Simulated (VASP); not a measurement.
Runs of VASP 6.6.1 on SrTiO3. It takes space group Pm-3m (No. 221, cubic). Conventional cell: a = 3.940 Å, b = 3.940 Å, c = 3.940 Å, α = 90.00°, β = 90.00°, γ = 90.00°. Sr (site symmetry m-3m) has 12 O at 2.79 Å as nearest neighbours. Ti (site symmetry m-3m) is surrounded by 6 O at 1.97 Å. O (site symmetry 4/mmm) is surrounded by 2 Ti at 1.97 Å. The cell is a database's computed one.

```tsv
task	level	cell	k mesh	cutoff (eV)	grid for exact exchange (PRECFOCK)	screening parameter	gap on the mesh (eV)
dielectric tensor	PBE	Pm-3m, 12.23 Å³/atom	9 × 9 × 9	450	-	-	1.85
band structure	PBE	Pm-3m, 12.23 Å³/atom	10 × 10 × 10	600	-	-	1.81
band structure	PBE	Pm-3m, 12.23 Å³/atom	10 × 10 × 10	450	-	-	1.81
band structure	HSE06	Pm-3m, 12.23 Å³/atom	6 × 6 × 6	450	Fast	0.2 1/A	(a)
relaxation of cell and atoms	PBE	relaxed	8 × 8 × 8	600	-	-	1.81
```

Alike in all rows: potentials or basis VASP PAW PBE potentials, release 64 (Sr_sv, Ti_sv, O); no spin polarisation; smearing gaussian 0.02 eV.

Question: Fill in the values left out.

Answer: (a) 3.26.

Caveats: the cutoff is under 1.25 times the usual one of these potentials, so pressure, stress and relaxed cells hold a basis-set (Pulay) error (some runs); some modes are imaginary (some runs); an odd mesh through Γ misses points on the zone boundary, where band edges often lie (some runs); the PAW data sets were made with another functional, which shifts forces and pressure a little (some runs).

A k mesh can miss the band edges, and the runs leave out spin-orbit coupling on Sr.
